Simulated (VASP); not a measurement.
# A VASP study of NbB2 (PBEsol): structure first, properties next

How well does PBEsol reproduce what experiment finds for NbB2? The cell is relaxed first, and properties follow on it. The steps: full relaxation (PBEsol), single point with fields (PBEsol), bands along the symmetry lines (PBEsol), density of states (PBEsol), vibrations at Γ (PBEsol) and core levels (PBEsol). The start is a cell from a database of measured crystal structures.

Main program and level: VASP 6.6.1; PBEsol; plane waves and PAW (Nb_sv, B).

**Measured values to reproduce.**

For NbB2, AlB2-type hexagonal (arc-melted polycrystal), “Evidence of unconventional superconductivity in the Ni-doped NbB2 system” (2018, arxiv:1810.09976) gives, by powder XRD, Rietveld: lattice constant a (a of stoichiometric NbB2) 3.1125 ± 0.0005 Å [as-cast arc-melted sample; Rietveld fit of modest quality (S = 4.21)]; lattice constant c (c of stoichiometric NbB2) 3.2653 ± 0.0004 Å [as-cast arc-melted sample; Rietveld fit of modest quality (S = 4.21)].

Most raw output is cut from this account.

The database entry behind the starting cell differs from later determinations by our own check (an axis about 1.2 % long against later determinations), so it need not match the best structure at ambient conditions.

## Step 1: The starting structure

Before any relaxation, the start is as follows. Symmetry: P6/mmm, No. 191, hexagonal system. Conventional cell: a = 3.086 Å, b = 3.086 Å, c = 3.306 Å, α = 90.00°, β = 90.00°, γ = 120.00°. Nb has 12 B at 2.43 Å nearest. B has 3 B at 1.78 Å and 6 Nb at 2.43 Å nearest. Farther neighbours are not listed.

Structure file:

```cif
data_structure
_symmetry_space_group_name_H-M 'P 1'
_symmetry_Int_Tables_number 1
_cell_length_a 3.0860
_cell_length_b 3.0860
_cell_length_c 3.3060
_cell_angle_alpha 90.000
_cell_angle_beta 90.000
_cell_angle_gamma 120.000
_cell_volume 27.27
loop_
_atom_site_label
_atom_site_type_symbol
_atom_site_fract_x
_atom_site_fract_y
_atom_site_fract_z
_atom_site_occupancy
Nb1 Nb 0.00000 0.00000 0.00000 1
B2 B 0.33333 0.66667 0.50000 1
B3 B 0.66667 0.33333 0.50000 1
```

## Step 2: Full relaxation (PBEsol)

Properties are meant for the cell that this level of theory prefers, so cell and atoms are relaxed first (ISIF = 3) until forces and stress are small; EDIFFG sets the threshold. PBEsol restores the gradient expansion of exchange and is tuned for the cells of solids.

INCAR

```
SYSTEM = NbB2
PREC = Accurate
ENCUT = 420
EDIFF = 1E-06
NELM = 100
ISMEAR = 0
SIGMA = 0.05
LREAL = .FALSE.
ALGO = Normal
GGA = PS
NBANDS = 15
LORBIT = 11
LWAVE = .FALSE.
LCHARG = .FALSE.
KPAR = 2
IBRION = 2
NSW = 60
ISIF = 3
EDIFFG = -0.01
```

POSCAR

```
NbB2
1.0
    3.0860000000      0.0000000000      0.0000000000
   -1.5430000000      2.6725543961      0.0000000000
    0.0000000000      0.0000000000      3.3060000000
Nb B
1 2
Direct
    0.0000000000      0.0000000000      0.0000000000
    0.3333333333      0.6666666667      0.5000000000
    0.6666666667      0.3333333333      0.5000000000
```

KPOINTS

```
Automatic mesh
0
Gamma
7 7 6
0 0 0
```

Potentials, in the order of the species: Nb_sv and B (PBE family, release 64).

On the command line:

```bash
$ mpirun -np 2 vasp_std
```

It took 14 s on 2 MPI ranks of AMD EPYC 7R43, shared host; peak memory 0.23 GiB; 27 s of CPU time.

This run has no spin polarisation. Its electron count is odd, so without a moment it is a metal by construction. The k-mesh is coarse for a metal. The PAW data sets were made with PBE, which is usual practice but a small mismatch for other functionals. The run keeps the 24 symmetry operations of its start, so it cannot find a distortion of lower symmetry.

Little changed from the start: no atom moved by 0.005 Å and no cell edge by 0.1 %.

This step gave:

* electrons: 19
* bands: 15
* irreducible k-points: 32
* symmetry operations: 24
* free energy (TOTEN): -27.38 eV
* energy at zero smearing: -27.38 eV
* Fermi energy: 12.82 eV
* pressure: -0.03689 GPa
* metallic: yes
* SCF cycles over all ionic steps: 26

It ends with forces that vanish by symmetry and a pressure of -0.04 GPa. The volume lies +0.1 % from that of the database's start.

## Step 3: Single point with fields (PBEsol)

A single point on the relaxed cell gives a clean self-consistent state, with density, ELF and potential written out.

INCAR, as its differences from that of step 2:

```diff
@@ -13,7 +13,5 @@
 LWAVE = .FALSE.
-LCHARG = .FALSE.
-KPAR = 2
-IBRION = 2
-NSW = 60
-ISIF = 3
-EDIFFG = -0.01
+LCHARG = .TRUE.
+ISIF = 2
+LELF = .TRUE.
+LVHAR = .TRUE.
```

POSCAR

```
NbB2
1.0
    3.0873590355      0.0000000000      0.0000000000
   -1.5436795177      2.6737313554      0.0000000000
    0.0000000000      0.0000000000      3.3061523506
Nb B
1 2
Direct
    0.0000000000      0.0000000000      0.0000000000
    0.3333333333      0.6666666667      0.5000000000
    0.6666666667      0.3333333333      0.5000000000
```

KPOINTS is that of step 2.

On the command line:

```bash
$ mpirun -np 2 vasp_std
```

Wall time 8 s (2 MPI ranks); peak memory 0.18 GiB; 15 s of CPU time.

Numbers from this step:

```
SCF cycles : 13
bands      : 16
pressure   : -0.03798 GPa
```

Valence electrons inside each PAW sphere by angular momentum. Sphere charges, by row:

| atom | s (e) | p (e) | d (e) | tot (e) |
| --- | --- | --- | --- | --- |
| Nb1 | 2.152 | 6.057 | 2.585 | 10.79 |
| B2 | 0.666 | 1.305 | 0 | 1.972 |
| B3 | 0.666 | 1.305 | 0 | 1.972 |

ELF in the ab plane at fractional z = 0.500, with atoms of B within 0.2 Å of it. It is the smooth field of the valence electrons, not physical close to the nuclei.

Ten even steps from '_' (0.01) to '@' (0.84):
```
::::--++**%%@@@@@@@@%%**++--::::
::--==**##############**==--::::
==++******==----==******++==----
++**##**--..__..--**##**++++==++
##%%##==..____..==##%%##********
@@@@##--______--##@@@@%%##**##%%
@@@@##--....--##@@@@@@##****##@@
@@@@##==--==##@@@@@@##==--==##@@
@@@@##****##@@@@@@##--....--##@@
@@%%##**##%%@@@@##--______--##@@
##********##%%##==..____..==##%%
++++==++++**##**--..__..--**##**
==----==++******==----==******++
::::::--==**##############**==--
::::::--++**%%@@@@@@@@%%**++--::
::::::==++##@@@@@@@@@@##++==::::
```
Columns run along a (3.1 Å), rows up along b (3.1 Å). Atoms in or near the plane, at fractional coordinates: B at (0.33, 0.67), B at (0.67, 0.33).

Electrostatic potential energy in the ab plane at fractional z = 0.500, with atoms of B within 0.2 Å of it. With pseudopotentials it is smooth inside the atoms' cores, unlike the true potential.

Ten even steps from '0' (-33 eV) to '9' (-1 eV):
```
9999987667899999
9999841114899999
9997300002799999
9983048402899999
9840499404899999
8710898027888788
8610440168742247
8610002686200016
8742247861044016
8887888720898017
9999998404994048
9999998204840389
9999997200003799
9999998411148999
9999998766789999
9999998888899999
```
Columns run along a (3.1 Å; values clipped at the 3rd and 97th percentile), rows up along b (3.1 Å). Atoms in or near the plane, at fractional coordinates: B at (0.33, 0.67), B at (0.67, 0.33).

Valence density in the ab plane at fractional z = 0.500, with atoms of B within 0.2 Å of it. It is the smooth field of the valence electrons, not physical close to the nuclei.

Ten even steps from '0' (0.20 e/Å³) to '9' (0.80 e/Å³):
```
0012357997532100
0113579997531100
1235788887532111
2357865687532212
4578633687543333
6798535897655555
8998668998777777
9998889999988899
8777777899866899
6555556798535897
4333345786336875
2212235786568753
1111235788887532
0001135799975311
0001235799753210
0001246898642100
```
Columns run along a (3.1 Å), rows up along b (3.1 Å). Atoms in or near the plane, at fractional coordinates: B at (0.33, 0.67), B at (0.67, 0.33).

In this run the pressure is -0.04 GPa, small enough to go on.

## Step 4: Bands along the symmetry lines (PBEsol)

The mesh alone shows little of the dispersion and can miss band extrema, so KPOINTS_OPT adds a path through the symmetry points after the self-consistent cycle.

INCAR

```
SYSTEM = NbB2
PREC = Accurate
ENCUT = 420
EDIFF = 1E-06
NELM = 100
ISMEAR = 0
SIGMA = 0.05
LREAL = .FALSE.
ALGO = Normal
GGA = PS
NBANDS = 22
LORBIT = 11
LWAVE = .FALSE.
LCHARG = .FALSE.
KPAR = 2
```

POSCAR is that of step 3.

KPOINTS is that of step 3.

KPOINTS_OPT

```
Line mode
16
Line-mode
Reciprocal
  0.00000000   0.00000000   0.00000000 GAMMA
  0.50000000   0.00000000   0.00000000 M

  0.50000000   0.00000000   0.00000000 M
  0.33333333   0.33333333   0.00000000 K

  0.33333333   0.33333333   0.00000000 K
  0.00000000   0.00000000   0.00000000 GAMMA

  0.00000000   0.00000000   0.00000000 GAMMA
  0.00000000   0.00000000   0.50000000 A

  0.00000000   0.00000000   0.50000000 A
  0.50000000   0.00000000   0.50000000 L

  0.50000000   0.00000000   0.50000000 L
  0.33333333   0.33333333   0.50000000 H

  0.33333333   0.33333333   0.50000000 H
  0.00000000   0.00000000   0.50000000 A

  0.50000000   0.00000000   0.50000000 L
  0.50000000   0.00000000   0.00000000 M

  0.33333333   0.33333333   0.00000000 K
  0.33333333   0.33333333   0.50000000 H
```

On the command line:

```bash
$ mpirun -np 2 vasp_std
```

The job ended after 28 s (2 MPI ranks; peak memory 0.23 GiB; 54 s of CPU time).

Spin-orbit coupling is off here; it would split degenerate levels.

This step gave:

| Quantity | Value |
| --- | --- |
| SCF cycles | 12 |
| bands | 22 |
| pressure | -0.05787 GPa |

The electronic bands at the labelled points (eV, zero at the Fermi level; # counts the bands kept):

| point | #1 | #2 | #3 | #4 | #5 | #6 | #7 | #8 |
| --- | --- | --- | --- | --- | --- | --- | --- | --- |
| Γ | -4.55 | -4.54 | -4.54 | -3.36 | 1.10 | 1.10 | 2.99 | 2.99 |
| 0.47 of the way | -6.65 | -4.57 | -4.35 | -4.07 | 0.64 | 0.73 | 1.59 | 2.49 |
| M | -9.99 | -5.47 | -4.71 | -4.45 | 0.15 | 1.55 | 2.44 | 3.06 |
| 0.47 of the way | -9.85 | -6.62 | -5.15 | -2.59 | -1.95 | 1.29 | 2.43 | 4.19 |
| K | -9.33 | -8.76 | -4.02 | -4.02 | -0.16 | -0.16 | 0.93 | 7.24 |
| 0.53 of the way | -6.90 | -5.25 | -4.71 | -3.30 | -0.20 | 0.15 | 2.03 | 3.79 |
| Γ | -4.55 | -4.54 | -4.54 | -3.36 | 1.10 | 1.10 | 2.99 | 2.99 |
| 0.47 of the way | -6.65 | -3.93 | -3.93 | -1.55 | -0.77 | -0.77 | 1.36 | 1.36 |
| A | -8.86 | -2.15 | -2.15 | -1.96 | -1.96 | -1.38 | -1.38 | 0.46 |
| 0.53 of the way | -7.07 | -6.52 | -5.49 | -3.64 | 0.44 | 1.23 | 1.48 | 2.78 |
| L | -8.38 | -6.49 | -6.08 | -3.61 | 2.00 | 2.82 | 3.43 | 4.95 |
| 0.53 of the way | -9.21 | -6.40 | -5.41 | -4.01 | 2.05 | 3.54 | 3.90 | 4.94 |
| H | -10.40 | -6.39 | -4.55 | -4.55 | 2.09 | 4.54 | 4.54 | 4.96 |
| 0.47 of the way | -7.25 | -6.50 | -5.75 | -4.06 | 0.89 | 1.63 | 2.14 | 3.42 |
| A | -8.86 | -2.15 | -2.15 | -1.96 | -1.96 | -1.38 | -1.38 | 0.46 |
| jump to L | -8.38 | -6.49 | -6.08 | -3.61 | 2.00 | 2.82 | 3.43 | 4.95 |
| 0.47 of the way | -9.73 | -5.77 | -4.93 | -4.32 | 0.33 | 2.64 | 2.64 | 4.42 |
| M | -9.99 | -5.47 | -4.71 | -4.45 | 0.15 | 1.55 | 2.44 | 3.06 |
| jump to K | -9.33 | -8.76 | -4.02 | -4.02 | -0.16 | -0.16 | 0.93 | 7.24 |
| 0.47 of the way | -9.84 | -7.81 | -4.38 | -4.38 | 1.40 | 1.73 | 1.73 | 6.22 |
| H | -10.40 | -6.39 | -4.55 | -4.55 | 2.09 | 4.54 | 4.54 | 4.96 |

Of the projections kept (Nb, B), the largest for each band there; the rest of the weight can lie on other orbitals:

| point | #1 | #2 | #3 | #4 | #5 | #6 | #7 | #8 |
| --- | --- | --- | --- | --- | --- | --- | --- | --- |
| Γ | Nb 0.99 | B 0.54 | B 0.54 | B 0.86 | Nb 1.00 | Nb 1.00 | Nb 0.58 | Nb 0.58 |
| M | B 0.89 | Nb 0.60 | Nb 0.89 | B 0.95 | Nb 1.00 | B 0.94 | Nb 0.97 | Nb 0.85 |
| K | B 0.84 | B 0.69 | Nb 0.64 | Nb 0.64 | Nb 0.79 | Nb 0.79 | Nb 0.84 | Nb 0.56 |
| Γ | Nb 0.99 | B 0.54 | B 0.54 | B 0.86 | Nb 1.00 | Nb 1.00 | Nb 0.58 | Nb 0.58 |
| A | B 0.53 | B 1.00 | B 1.00 | Nb 0.82 | Nb 0.82 | Nb 1.00 | Nb 1.00 | Nb 0.89 |
| L | B 0.90 | B 0.65 | Nb 0.73 | B 0.71 | Nb 0.97 | Nb 1.00 | B 0.88 | Nb 0.71 |

There is no gap at this level.

## Step 5: Density of states (PBEsol)

Here the states are counted by energy and projected on the atoms. The mesh is finer than in the run before.

INCAR, as its differences from that of step 4:

```diff
@@ -5,3 +5,3 @@
 NELM = 100
-ISMEAR = 0
+ISMEAR = -5
 SIGMA = 0.05
@@ -15 +15,2 @@
 KPAR = 2
+NEDOS = 2001
```

POSCAR is that of step 4.

KPOINTS

```
Automatic mesh
0
Gamma
11 11 9
0 0 0
```

On the command line:

```bash
$ mpirun -np 2 vasp_std
```

Wall time 19 s (2 MPI ranks); peak memory 0.25 GiB.

With tetrahedra the forces and stress of a metal are not exact derivatives of the energy.

Numbers from this step:

| Quantity | Value |
| --- | --- |
| irreducible k-points | 80 |
| free energy (TOTEN) | -27.41 eV |
| Fermi energy | 12.68 eV |
| pressure | -0.1770 GPa |
| DOS at the Fermi level | 1.015 states/eV/cell |

The density of states has structure finer than the step of the table below, so its rows give means over 1 eV, whole bins alone (the curve runs from -12.0 to 6.62 eV). Peaks (eV: height): total -6.2: 2.03, -4.7: 3.38, 2.7: 2.51, 5.7: 1.74; Nb d -4.7: 0.862, 2.7: 1.72, 5.2: 0.673; B p -6.3: 0.829, -4.7: 1.05, 2.6: 0.287, 5.5: 0.447; Nb p -6.3: 0.0501, -4.7: 0.123, -3.9: 0.0824, 6.4: 0.0354; B s -11.5: 0.437, -9.3: 0.251, 3.7: 0.109, 5.2: 0.159.

States under -12.0 eV and over 6.6 eV are left out. Table of density of states by energy, zero at the Fermi level; means over each step; values in states/eV/cell:

| energy (eV) | total | Nb d | B p | Nb p | B s | Nb s |
| --- | --- | --- | --- | --- | --- | --- |
| -11 | 0.761 | 0.0720 | 0.0834 | 0.0167 | 0.299 | 0.0133 |
| -10 | 0.244 | 0.0194 | 0.0399 | 0.00762 | 0.0838 | 0.00407 |
| -9 | 0.670 | 0.0663 | 0.148 | 0.0181 | 0.186 | 0.00865 |
| -8 | 0.611 | 0.0707 | 0.166 | 0.0132 | 0.111 | 0.0177 |
| -7 | 0.773 | 0.102 | 0.259 | 0.0170 | 0.0596 | 0.0311 |
| -6 | 1.29 | 0.224 | 0.488 | 0.0299 | 0.0428 | 0.0280 |
| -5 | 2.03 | 0.495 | 0.646 | 0.0665 | 0.0240 | 0.0182 |
| -4 | 1.62 | 0.511 | 0.419 | 0.0564 | 0.00691 | 0.00279 |
| -3 | 0.733 | 0.339 | 0.130 | 0.00531 | 0.00115 | 0.00104 |
| -2 | 0.189 | 0.104 | 0.0237 | 7.1e-4 | 3.4e-4 | 1.9e-4 |
| -1 | 0.551 | 0.318 | 0.0724 | 0.00146 | 0.00149 | 6.0e-4 |
| 0 | 1.02 | 0.591 | 0.139 | 0.00495 | 0.0133 | 0.00209 |
| 1 | 1.42 | 0.839 | 0.190 | 0.00801 | 0.0287 | 0.00734 |
| 2 | 1.60 | 1.04 | 0.197 | 0.00876 | 0.0371 | 0.00649 |
| 3 | 1.74 | 1.12 | 0.216 | 0.0142 | 0.0689 | 0.0101 |
| 4 | 0.927 | 0.477 | 0.146 | 0.0103 | 0.0625 | 0.0229 |
| 5 | 1.17 | 0.453 | 0.257 | 0.0140 | 0.100 | 0.0288 |
| 6 | 1.42 | 0.435 | 0.344 | 0.0321 | 0.119 | 0.0435 |

The finer mesh and the other smearing move the Fermi level by -0.13 eV from the 7×7×6 run, one measure of the sampling error in the zero of the bands above. Of the states within 0.3 eV of the Fermi level, the largest shares in the PAW spheres are Nb d 58 % and B p 14 %. The rest lies in smaller channels or between the spheres.

## Step 6: Vibrations at Γ (PBEsol)

Zone-centre modes test whether the atoms sit at a minimum within this cell. IBRION = 8 takes the force constants from linear response, which needs tightly converged orbitals.

INCAR

```
SYSTEM = NbB2
PREC = Accurate
ENCUT = 420
EDIFF = 1E-08
NELM = 100
ISMEAR = 1
SIGMA = 0.2
LREAL = .FALSE.
ALGO = Normal
GGA = PS
NBANDS = 15
LORBIT = 11
LWAVE = .FALSE.
LCHARG = .FALSE.
KPAR = 2
IBRION = 8
ISIF = 2
```

POSCAR is that of step 5.

KPOINTS

```
Automatic mesh
0
Gamma
14 14 12
0 0 0
```

On the command line:

```bash
$ mpirun -np 2 vasp_std
```

Elapsed: 11 min, on 2 MPI ranks; peak memory 0.99 GiB; 22 min of CPU time.

Energies printed during the response cycles are not total energies of the cell.

This step gave:

| Item | Value |
| --- | --- |
| bands | 15 |
| irreducible k-points | 168 |
| pressure of the cell | -0.1800 GPa |
| largest force of the cell | 0 eV/Å |
| Fermi energy | 12.62 eV |

The modes at Γ (shares of kinetic energy by element, %):

| mode | frequency (cm⁻¹) | symmetry | Nb % | B % |
| --- | --- | --- | --- | --- |
| 1 | -0.2 | acoustic | 81 | 19 |
| 2 | -0.2 | acoustic | 81 | 19 |
| 3 | 0.0 | acoustic | 81 | 19 |
| 4 | 434.7 | E1u | 19 | 81 |
| 5 | 434.7 | E1u | 19 | 81 |
| 6 | 488.0 | A2u | 19 | 81 |
| 7 | 552.6 | Bg | 0 | 100 |
| 8 | 825.4 | E2g | 0 | 100 |
| 9 | 825.4 | E2g | 0 | 100 |

Displacements in mode 5 (434.7 cm⁻¹), the largest set to 1:
```
Nb1 -0.09 -0.23  0.00
B2   0.39  1.00  0.00
B3   0.39  1.00  0.00
```

Displacements in mode 9 (825.4 cm⁻¹), the largest set to 1:
```
Nb1  0.00  0.00  0.00
B2   0.39  1.00  0.00
B3  -0.39 -1.00  0.00
```

The three acoustic modes lie within 0.2 cm⁻¹ of zero, and all others are real. By the characters of their eigenvectors the optical modes sort into (cm⁻¹) Raman active: E2g 825; infrared active: E1u 435, A2u 488; silent: Bg 553. B labels carry no number here, since it depends on the setting of the axes. With a centre of inversion no mode is active in both.

## Step 7: Core levels (PBEsol)

Core levels shift with the potential at each site, so they tell like atoms on unlike sites apart.

INCAR

```
SYSTEM = NbB2
PREC = Accurate
ENCUT = 420
EDIFF = 1E-06
NELM = 100
ISMEAR = 0
SIGMA = 0.05
LREAL = .FALSE.
ALGO = Normal
GGA = PS
NBANDS = 15
LORBIT = 11
LWAVE = .FALSE.
LCHARG = .FALSE.
KPAR = 2
ICORELEVEL = 1
```

POSCAR is that of step 6.

KPOINTS

```
Automatic mesh
0
Gamma
7 7 6
0 0 0
```

On the command line:

```bash
$ mpirun -np 2 vasp_std
```

Wall time 7.2 s (2 MPI ranks); peak memory 0.21 GiB; 13 s of CPU time.

These are scalar-relativistic Kohn-Sham levels of the ground state, with no core hole, so they are not binding energies.

Numbers from this step:

```
SCF cycles           : 13
irreducible k-points : 32
free energy (TOTEN)  : -27.38 eV
Fermi energy         : 12.82 eV
pressure             : -0.02848 GPa
```

Kohn-Sham core levels. Core levels, by row:

| atom | shell | level below the Fermi level (eV) |
| --- | --- | --- |
| Nb1 | 1s | 18803 |
| Nb1 | 2s | 2628 |
| Nb1 | 2p | 2346 |
| Nb1 | 3s | 436.3 |
| Nb1 | 3p | 344.2 |
| Nb1 | 3d | 193.7 |
| B2 | 1s | 174.4 |
| B3 | 1s | 174.4 |

Atoms of one element give levels within 0.1 eV of each other.

## Step 8: Summary of results

* relaxed volume: 9.097 Å³/atom
* relaxed conventional cell a, b, c: 3.087, 3.087, 3.306 Å; angles 90.0, 90.0, 120.0°
* space group after relaxing, within 0.02 Å: P6/mmm (No. 191)
* band gap: none, a metal
* DOS at the Fermi level: 1.02 states/eV/cell
* highest zone-centre mode: 825 cm⁻¹
* shallowest level of the frozen cores: B2 1s, 174.4 eV deep

**Reading.** With PBEsol, NbB2 relaxes to 9.097 Å³/atom in space group P6/mmm (held by the symmetry of the run) and comes out as a metal. Against the listed cell the volume lies +0.1 % (a under 0.05 %, c under 0.05 %). Bands along the symmetry lines (PBEsol): Of the bands kept, 4 cross the Fermi level on this path. Vibrations at Γ (PBEsol): The highest mode in this list at Γ, 825.4 cm⁻¹, is mostly motion of B (100 % of the kinetic energy). Spin-orbit coupling is left out; it would split some degenerate bands. The k-sampling is coarse for a metal, so the Fermi level, pressures and the shape of the cell carry errors. With an odd electron count and no spin the cell is a metal by construction. Modes at Γ alone can't show that the crystal is stable at other wave vectors. No search among competing phases was made, and a listed structure need not be the one stable at ambient conditions. All values are for a static lattice at zero temperature.

Comparison with the measured values:

| quantity | measured | PBEsol |
| --- | --- | --- |
| lattice constant a (Å) | 3.1125 | 3.087 (-0.8 %) |
| lattice constant c (Å) | 3.2653 | 3.306 (+1.3 %) |

Measured values from arxiv:1810.09976 (2018).

Verdict: The lattice constant a is off by -0.8 %: fair agreement. The lattice constant c is off by +1.3 %: fair agreement. The grades are ours: good and fair within 0.7 and 1.5 % for the lattice constant a and 0.8 and 2 % for the lattice constant c. For lattice constants the calculation has a static lattice, without zero-point motion or thermal expansion.

[Lines on the potential files, build, host, timing and source positions are cut from VASP's logs without a mark.]

[Logs are printed without paths, hosts, clocks, repeated set-up lines and the standing remarks that a program may print on its own settings, such as how far it seeks lower states.]

[Hosts, paths, dates, database ids (printed as entryN), source tags and the programs' standing remarks are cut or masked in the printed files.]

[A measured line is paired with the nearest computed mode of its activity, which favours agreement.]
